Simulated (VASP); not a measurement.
Input:

```xyz
3
Lattice="0.0000 2.9069 2.9069 2.9069 0.0000 2.9069 2.9069 2.9069 0.0000" Properties=species:S:1:pos:R:3 pbc="T T T"
Al     1.4534     1.4534     1.4534
Al     4.3603     4.3603     4.3603
Pt     0.0000     0.0000     0.0000
```

Method: PBE GGA, VASP's PBE PAW potentials (set 64) (plane waves; VASP). Numerical set-up: 500 eV cut-off, 9×9×9 Γ-centred mesh, first-order Methfessel-Paxton smearing of 0.10 eV, potentials Al Pt.

Energy and stress use the plane-wave basis of the starting cell.

**Question.** The ions, cell shape and volume at an external pressure of 20.0 GPa are relaxed. What does this cell relax into?

**Answer.** 
```xyz
3
Lattice="0.0000 2.8569 2.8569 2.8569 0.0000 2.8569 2.8569 2.8569 0.0000" Properties=species:S:1:pos:R:3 pbc="T T T"
Al     1.4285     1.4285     1.4285
Al     4.2854     4.2854     4.2854
Pt     2.8569     2.8569     5.7138
```
Space group Fm-3m (225), at a tolerance of 0.03 Å.

**Question.** How do energy and volume change from the first to the last step?

**Answer.** The energy (σ→0) changes by +76.4 meV/atom and the volume by -5.1 %, in 4 ionic steps.

The compound is PtAl2 in the fluorite structure. This run relaxes it under an external pressure of 20 GPa. Symmetry was kept, so distortions that lower it aren't found.
